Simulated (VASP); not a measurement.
# GeSb4Te7: input slips in a relaxation and what they do, part 2 of 2

Some relaxations of GeSb4Te7 get a fault in the input on purpose. Which of them show, and how? The starting structure is a computed structure from the Materials Project. The first relaxation on each setting starts from this cell expanded by 3 % in volume.

VASP 6.6.1.

Results so far: reference 30.46 Å³ an atom.

### 4. Relaxation with one electron too many

Level of this step: PBEsol; plane waves and PAW (Te, Sb, Ge_d) (VASP).

A slip made on purpose: one electron too many. Against step 2 the input has NELECT = 77 (also changed: NELM).

File INCAR:

```
SYSTEM = GeSb4Te7
PREC = Accurate
ENCUT = 450
EDIFF = 1E-06
NELM = 60
ISMEAR = 0
SIGMA = 0.03
LREAL = .FALSE.
ALGO = Normal
GGA = PS
NBANDS = 50
LORBIT = 11
LWAVE = .FALSE.
LCHARG = .FALSE.
KPAR = 4
NCORE = 4
IBRION = 2
NSW = 50
ISIF = 3
EDIFFG = -0.006
NELECT = 77
```

File POSCAR:

```
GeSb4Te7
1.0
    4.3317713399      0.0000000000      0.0000000000
   -2.1658856699      3.7514240237      0.0000000000
    0.0000000000      0.0000000000     24.8817327160
Te Sb Ge
7 4 1
Direct
    0.0000000000      0.0000000000      0.2810217100
    0.0000000000      0.0000000000      0.0000000000
    0.3333333333      0.6666666667      0.5686057000
    0.6666666667      0.3333333333      0.4313943000
    0.0000000000      0.0000000000      0.7189782900
    0.6666666667      0.3333333333      0.1502681300
    0.3333333333      0.6666666667      0.8497318700
    0.6666666667      0.3333333333      0.6502485000
    0.3333333333      0.6666666667      0.0811013800
    0.3333333333      0.6666666667      0.3497515000
    0.6666666667      0.3333333333      0.9188986200
    0.0000000000      0.0000000000      0.5000000000
```

File KPOINTS:

```
Automatic mesh
0
Gamma
6 6 1
0 0 0
```

PAW data sets: Te, Sb and Ge_d (PBE family, release 64).

Run with:

```bash
mpirun -np 16 vasp_std
```

Log:

```text
[banner, memory and clock lines left out]
running   16 mpi-ranks, on    1 nodes
[...]
[... a notice as in an earlier step ...]

 LDA part: xc-table for (Slater+PW92), standard interpolation
 POSCAR, INCAR and KPOINTS ok, starting setup
[...]
entering main loop
       N       E                     dE             d eps       ncg     rms          rms(c)
DAV:   1     0.518890747741E+03    0.51889E+03   -0.25396E+04   708   0.136E+03
DAV:   2     0.374093875437E+02   -0.48148E+03   -0.46106E+03   788   0.270E+02
DAV:   3    -0.382959308631E+02   -0.75705E+02   -0.72269E+02   848   0.116E+02
DAV:   4    -0.431246377246E+02   -0.48287E+01   -0.46332E+01   852   0.307E+01
DAV:   5    -0.433374313662E+02   -0.21279E+00   -0.21064E+00  1032   0.659E+00BRMIX: very serious problems
 the old and the new charge density differ
 old charge density:    76.00000 new   77.00000
BRMIX: very serious problems
 the old and the new charge density differ
 old charge density:    76.00000 new   77.00000
BRMIX: very serious problems
[...]
DAV:  19    -0.429829727146E+02   -0.14209E-05   -0.55011E-06   780   0.804E-03    0.254E-02
DAV:  20    -0.429829693115E+02    0.34031E-05   -0.67382E-06   792   0.879E-03    0.136E-02
DAV:  21    -0.429829688443E+02    0.46728E-06   -0.12202E-06   478   0.376E-03
   1 F= -.42982969E+02 E0= -.42982059E+02  d E =-.429830E+02
[... from here on, the cycles between the ionic steps are left out ...]
   2 F= -.43115526E+02 E0= -.43114619E+02  d E =-.132558E+00
   5 F= -.43196688E+02 E0= -.43194833E+02  d E =-.795188E-01
   9 F= -.43326178E+02 E0= -.43324823E+02  d E =-.128133E+00
  13 F= -.43431432E+02 E0= -.43429988E+02  d E =-.105254E+00
  17 F= -.43749636E+02 E0= -.43748496E+02  d E =-.423458E+00
  21 F= -.44277927E+02 E0= -.44276127E+02  d E =-.528291E+00
  25 F= -.44664170E+02 E0= -.44662276E+02  d E =-.879177E-01
  29 F= -.45247628E+02 E0= -.45245251E+02  d E =-.671376E+00
  33 F= -.45557430E+02 E0= -.45555279E+02  d E =-.129836E+00
  37 F= -.45779981E+02 E0= -.45778803E+02  d E =-.614805E-01
  41 F= -.45828145E+02 E0= -.45827005E+02  d E =-.229193E-01
  45 F= -.45918257E+02 E0= -.45917078E+02  d E =-.895760E-01
  49 F= -.45945176E+02 E0= -.45944491E+02  d E =-.176749E-01
  50 F= -.45945795E+02 E0= -.45945096E+02  d E =-.182934E-01
[...]
```

Run time: 6.3 min. Hardware: 16 MPI ranks of Intel Xeon 6975P-C (Granite Rapids), shared host; peak memory 5.3 GiB.

From OUTCAR (step 4):

```text
  Total       -0.6431341     -0.6431341     -0.4927948     -0.0000000      0.0000000      0.0000000
  in kB       -1.5694739     -1.5694739     -1.2025931     -0.0000000      0.0000000      0.0000000
  external PRESSURE =      -1.4471803 kB  Pullay stress =       0.0000000 kB

 POSITION                                       TOTAL-FORCE (eV/Angst)
 -----------------------------------------------------------------------------------
     -0.00000     -0.00000     13.75921        -0.000000     -0.000000      0.121350
      0.00000      0.00000      0.00000        -0.000000      0.000000      0.000000
     -0.00000      2.59527     20.31501        -0.000000     -0.000000      0.131392
      2.24757      1.29763     17.20311         0.000000      0.000000     -0.131392
     -0.00000     -0.00000     23.75891         0.000000      0.000000     -0.121350
      2.24757      1.29763      3.43577         0.000000      0.000000     -0.197523
     -0.00000      2.59527     34.08235        -0.000000     -0.000000      0.197523
      2.24757      1.29763     22.16227        -0.000000     -0.000000      0.058885
     -0.00000      2.59527      1.83445        -0.000000     -0.000000      0.185305
     -0.00000      2.59527     15.35585         0.000000      0.000000     -0.058885
      2.24757      1.29763     35.68367         0.000000      0.000000     -0.185305
     -0.00000     -0.00000     18.75906        -0.000000      0.000000      0.000000
 -----------------------------------------------------------------------------------
    total drift:                                0.000000      0.000000      0.000000

  FREE ENERGIE OF THE ION-ELECTRON SYSTEM (eV)
  ---------------------------------------------------
  free  energy   TOTEN  =       -45.9457948591 eV

  energy  without entropy=      -45.9443962498  energy(sigma->0) =      -45.94509555

[... 1 part as in an earlier step ...]

[... 2 further parts left out ...]
[key lines of the parts left out:]
E-fermi :   2.5316
```

Logs of long relaxations may skip ionic steps without a mark.

The relaxation used up its 50 ionic steps (NSW) before forces and stress met EDIFFG.

### 5. Relaxation with a cutoff far too low

A slip made on purpose: a cutoff far too low. Against step 2 the input has PREC = Normal and ENCUT = 170 (also changed: NELM).

Changes to INCAR since step 4:

```diff
@@ -1,4 +1,4 @@
 SYSTEM = GeSb4Te7
-PREC = Accurate
-ENCUT = 450
+PREC = Normal
+ENCUT = 170
 EDIFF = 1E-06
@@ -20,2 +20 @@
 EDIFFG = -0.006
-NELECT = 77
```

POSCAR is that of step 4.

KPOINTS is that of step 4.

Run with:

```bash
mpirun -np 16 vasp_std
```

Log:

```text
[... set-up lines as in an earlier step ...]
 entering main loop
       N       E                     dE             d eps       ncg     rms          rms(c)
DAV:   1     0.222501119071E+03    0.22250E+03   -0.16100E+04   780   0.537E+02
DAV:   2    -0.231712061887E+02   -0.24567E+03   -0.23619E+03   860   0.147E+02
DAV:   3    -0.413829958163E+02   -0.18212E+02   -0.17895E+02   846   0.405E+01
DAV:   4    -0.418314821222E+02   -0.44849E+00   -0.44648E+00   912   0.649E+00
[...]
DAV:  13    -0.405415068231E+02    0.25732E-04   -0.25148E-04   894   0.719E-02    0.311E-02
DAV:  14    -0.405415083286E+02   -0.15055E-05   -0.31095E-05   896   0.199E-02    0.145E-02
DAV:  15    -0.405415080398E+02    0.28882E-06   -0.27625E-06   612   0.569E-03
   1 F= -.40541508E+02 E0= -.40541508E+02  d E =-.405415E+02
[... from here on, the cycles between the ionic steps are left out ...]
   2 F= 0.88251441E+02 E0= 0.88253209E+02  d E =0.128793E+03
   5 F= -.48001797E+02 E0= -.48001797E+02  d E =-.746029E+01
   9 F= -.48840049E+02 E0= -.48838758E+02  d E =-.282744E+00
  13 F= -.49031883E+02 E0= -.49030382E+02  d E =-.599093E-01
  17 F= -.49071317E+02 E0= -.49068169E+02  d E =-.333701E-01
  21 F= -.49115935E+02 E0= -.49113326E+02  d E =-.434121E-01
  25 F= -.49128597E+02 E0= -.49126026E+02  d E =-.126621E-01
  29 F= -.49159553E+02 E0= -.49156982E+02  d E =-.309557E-01
  33 F= -.49199208E+02 E0= -.49196637E+02  d E =-.396550E-01
  37 F= -.49207143E+02 E0= -.49204572E+02  d E =-.137923E-02
  41 F= -.49212197E+02 E0= -.49209626E+02  d E =-.436583E-03
  45 F= -.49213195E+02 E0= -.49210624E+02  d E =-.223566E-03
  47 F= -.49213237E+02 E0= -.49210666E+02  d E =-.265781E-03
  48 F= -.49213248E+02 E0= -.49210677E+02  d E =-.114430E-04
 trial-energy change:   -0.000011  1 .order   -0.000012   -0.000021   -0.000002
 step:   0.5263(harm=  0.5263)  dis= 0.00099  next Energy=   -49.213249 (dE=-0.117E-04)
 reached required accuracy - stopping structural energy minimisation
```

Wall time 33 s (16 MPI ranks); peak memory 2.7 GiB; 8.5 min of CPU time.

Parts of OUTCAR (step 5):

```text
  Total        0.0080398      0.0080398     -0.0220685      0.0000000      0.0000000      0.0000000
  in kB        0.0412104      0.0412104     -0.1131188      0.0000000      0.0000000      0.0000000
  external PRESSURE =      -0.0102327 kB  Pullay stress =       0.0000000 kB

 POSITION                                       TOTAL-FORCE (eV/Angst)
 -----------------------------------------------------------------------------------
      0.00000      0.00000      6.04978         0.000000      0.000000      0.003467
      0.00000      0.00000      0.00000        -0.000000      0.000000      0.000000
     -0.00000      2.28949     13.10670        -0.000000     -0.000000     -0.004120
      1.98276      1.14475      9.84518         0.000000      0.000000      0.004120
      3.96552     -0.00000     16.90210        -0.000000     -0.000000     -0.003467
      1.98276      1.14475      3.79041        -0.000000     -0.000000     -0.002045
     -0.00000      2.28949     19.16147         0.000000      0.000000      0.002045
      1.98276      1.14475     15.09576         0.000000      0.000000      0.002221
     -0.00000      2.28949      1.97517        -0.000000     -0.000000     -0.003073
     -0.00000      2.28949      7.85612        -0.000000     -0.000000     -0.002221
      1.98276      1.14475     20.97671         0.000000      0.000000      0.003073
      0.00000      0.00000     11.47594        -0.000000      0.000000      0.000000
 -----------------------------------------------------------------------------------
    total drift:                               -0.000000     -0.000000     -0.000000

  FREE ENERGIE OF THE ION-ELECTRON SYSTEM (eV)
  ---------------------------------------------------
  free  energy   TOTEN  =       -49.2132484083 eV

  energy  without entropy=      -49.2081063310  energy(sigma->0) =      -49.21067737

[... 2 parts as in an earlier step ...]

[... 2 further parts left out ...]
[key lines of the parts left out:]
E-fermi :   8.7901
```

With a cutoff far too low the cell ends at 26.048 Å³ an atom, -14.48 % from the reference.

### 6. Relaxation with low precision and a small cutoff

A slip made on purpose: low precision and a small cutoff. Against step 2 the input has PREC = Low and ENCUT = 250 (also changed: NELM).

Changes to INCAR since step 5:

```diff
@@ -1,4 +1,4 @@
 SYSTEM = GeSb4Te7
-PREC = Normal
-ENCUT = 170
+PREC = Low
+ENCUT = 250
 EDIFF = 1E-06
```

POSCAR is that of step 5.

KPOINTS is that of step 5.

Run with:

```bash
mpirun -np 16 vasp_std
```

Log:

```text
[... set-up lines as in an earlier step ...]
 entering main loop
       N       E                     dE             d eps       ncg     rms          rms(c)
DAV:   1     0.334508894961E+03    0.33451E+03   -0.18824E+04   708   0.857E+02
DAV:   2    -0.441892419266E+01   -0.33893E+03   -0.32316E+03   796   0.187E+02
DAV:   3    -0.472659730064E+02   -0.42847E+02   -0.41242E+02   850   0.770E+01
DAV:   4    -0.492815653925E+02   -0.20156E+01   -0.19831E+01   854   0.180E+01
[...]
DAV:  14    -0.489307664764E+02    0.12691E-06   -0.33628E-05  1024   0.227E-02    0.119E-02
DAV:  15    -0.489307651454E+02    0.13310E-05   -0.14654E-05   890   0.153E-02    0.704E-03
DAV:  16    -0.489307648798E+02    0.26562E-06   -0.10661E-06   438   0.401E-03
   1 F= -.48930765E+02 E0= -.48930765E+02  d E =-.489308E+02
[... from here on, the cycles between the ionic steps are left out ...]
   2 F= -.49103876E+02 E0= -.49103876E+02  d E =-.173111E+00
   4 F= -.49319986E+02 E0= -.49319986E+02  d E =-.276820E-01
   7 F= -.49367378E+02 E0= -.49367378E+02  d E =-.352184E-01
  10 F= -.49389532E+02 E0= -.49389532E+02  d E =-.116286E-01
  13 F= -.49416588E+02 E0= -.49416588E+02  d E =-.386841E-01
  16 F= -.49433926E+02 E0= -.49433926E+02  d E =-.173388E-01
  19 F= -.49439389E+02 E0= -.49439389E+02  d E =-.546216E-02
  22 F= -.49440646E+02 E0= -.49440646E+02  d E =-.125759E-02
  25 F= -.49442149E+02 E0= -.49442149E+02  d E =-.145233E-02
  28 F= -.49443022E+02 E0= -.49443022E+02  d E =-.786426E-03
  31 F= -.49443882E+02 E0= -.49443882E+02  d E =-.166304E-03
  34 F= -.49443880E+02 E0= -.49443880E+02  d E =-.164918E-03
  37 F= -.49443939E+02 E0= -.49443939E+02  d E =-.107198E-04
  40 F= -.49443953E+02 E0= -.49443953E+02  d E =-.103024E-04
  43 F= -.49443956E+02 E0= -.49443956E+02  d E =-.130567E-04
  44 F= -.49443958E+02 E0= -.49443958E+02  d E =-.281695E-05
  45 F= -.49443967E+02 E0= -.49443967E+02  d E =-.111942E-04
[...]
reached required accuracy - stopping structural energy minimisation
```

Wall time 48 s (16 MPI ranks); peak memory 3.3 GiB; 13 min of CPU time.

Parts of OUTCAR (step 6):

```text
  Total       -0.0159344     -0.0159344     -0.0585002     -0.0000000      0.0000000     -0.0000000
  in kB       -0.0705492     -0.0705492     -0.2590079     -0.0000000      0.0000000     -0.0000000
  external PRESSURE =      -0.1333687 kB  Pullay stress =       0.0000000 kB

 POSITION                                       TOTAL-FORCE (eV/Angst)
 -----------------------------------------------------------------------------------
      0.00000     -0.00000      6.27656        -0.000000      0.000000     -0.001599
      0.00000      0.00000      0.00000         0.000000      0.000000      0.000000
     -0.00000      2.44776     13.27529         0.000000     -0.000000      0.005037
      2.11982      1.22388      9.97163        -0.000000      0.000000     -0.005037
      0.00000     -0.00000     16.97036         0.000000     -0.000000      0.001599
      2.11982      1.22388      3.68436         0.000000     -0.000000      0.004084
     -0.00000      2.44776     19.56256        -0.000000      0.000000     -0.004084
      2.11982      1.22388     15.25121        -0.000000      0.000000     -0.003258
     -0.00000      2.44776      1.95899        -0.000000      0.000000     -0.001380
     -0.00000      2.44776      7.99571         0.000000     -0.000000      0.003258
      2.11982      1.22388     21.28793         0.000000     -0.000000      0.001380
      0.00000     -0.00000     11.62346         0.000000     -0.000000      0.000000
 -----------------------------------------------------------------------------------
    total drift:                               -0.000000     -0.000000      0.000000

  FREE ENERGIE OF THE ION-ELECTRON SYSTEM (eV)
  ---------------------------------------------------
  free  energy   TOTEN  =       -49.4439668270 eV

  energy  without entropy=      -49.4439668270  energy(sigma->0) =      -49.44396683

[... 2 parts as in an earlier step ...]

[... 2 further parts left out ...]
[key lines of the parts left out:]
E-fermi :   6.9483
```

With low precision and a small cutoff the cell ends at 30.156 Å³ an atom, -0.99 % from the reference.

### 7. Comparison

```
                             run            ended  volume (Å³/atom)  change (%)  pressure left (GPa)  core minutes
                       reference        converged            30.458           -                  0.0         111.0
         a k mesh far too coarse  stopped by VASP                 -           -                    -           5.6
           one electron too many    not converged                 -           -                    -         101.0
            a cutoff far too low        converged            26.048      -14.48                  0.0           8.8
low precision and a small cutoff        converged            30.156       -0.99                -0.01          12.8
```

Core minutes are wall time times ranks, summed over the relaxations behind a row (those for a bulk modulus apart), on shared hosts.

### 8. Summary of results

```json
{
  "volume of the reference": "30.46 Å³/atom",
  "volume against the reference, a cutoff far too low": "-14.48 %",
  "volume against the reference, low precision and a small cutoff": "-0.99 %",
  "run with a k mesh far too coarse": "stopped by VASP",
  "run with one electron too many": "not converged"
}
```

**Reading.** VASP stopped by itself in the run with a k mesh far too coarse. The run with one electron too many didn't converge. Finished, but with signs in the output that stand out against the reference: a cutoff far too low, with the volume changed by -14.5 % (signs: -29.2 GPa at the first ionic step (of the first relaxations, not shown; reference: -2.9 GPa) and an energy that rises by up to 10.7 eV an atom on the way). Finished, and of the signs looked for here (warnings, stress, forces, entropy, moments, translations away from zero, imaginary modes) none stands out against the reference by the marks set here, though the cell is off: low precision and a small cutoff, with the volume changed by -1.0 %. The reference was restarted once and the runs with a slip weren't, so their cells may not have settled fully. Further runs on this material are not shown.

[Lines on the potential files, build, host, timing and source positions are cut from VASP's logs without a mark.]

[Logs are printed without paths, hosts, clocks, repeated set-up lines and the standing remarks that a program may print on its own settings, such as how far it seeks lower states.]

[Hosts, paths, dates, database ids (printed as entryN), source tags and the programs' standing remarks are cut or masked in the printed files.]
